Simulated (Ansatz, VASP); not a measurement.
**SnC2: VASP beside Ansatz**

```
Sn C
1.0
     4.98769    0.00000    0.00000
     0.00000    5.13956    0.00000
     0.00000    0.00000    3.35710
Sn C
2 4
Direct
  0.50000 0.50000 0.50000
  0.00000 0.00000 0.00000
  0.22500 0.82500 0.50000
  0.72500 0.67500 0.00000
  0.77500 0.17500 0.50000
  0.27500 0.32500 0.00000
```

Alike in both runs: task single point; functional PBE; k mesh 4 × 4 × 6; occupations gaussian, width 0.1 eV; no spin polarisation.

|  | VASP | Ansatz |
| --- | --- | --- |
| version | VASP 6.6.1 | Ansatz 0.2.0 |
| potentials or method | VASP PAW PBE potentials, release 64 (Sn_d, C) | scalar-relativistic, plane waves, PAW |
| plane-wave cutoff (eV) | 520 | 420 |
| valence electrons in the cell | 44 | 44 |

|  | VASP | Ansatz | Ansatz less VASP |
| --- | --- | --- | --- |
| gap on the k mesh at the Fermi level (eV) | none | none | - |
| pressure (GPa) | 9.9 | 9.9 | +0.02 |
| largest component of the traceless stress (GPa) | 5.04 | 5.02 | -0.017 |
| rms of the force components (eV/Å) | 0.186 | 0.186 | +0.0008 |

Atom by atom the forces differ by 0.002 eV/Å (rms over components). A gap of «none» marks a metal or a gap that the smearing closes. The functional is the same, so the differences come from potentials, cutoffs and numerics.
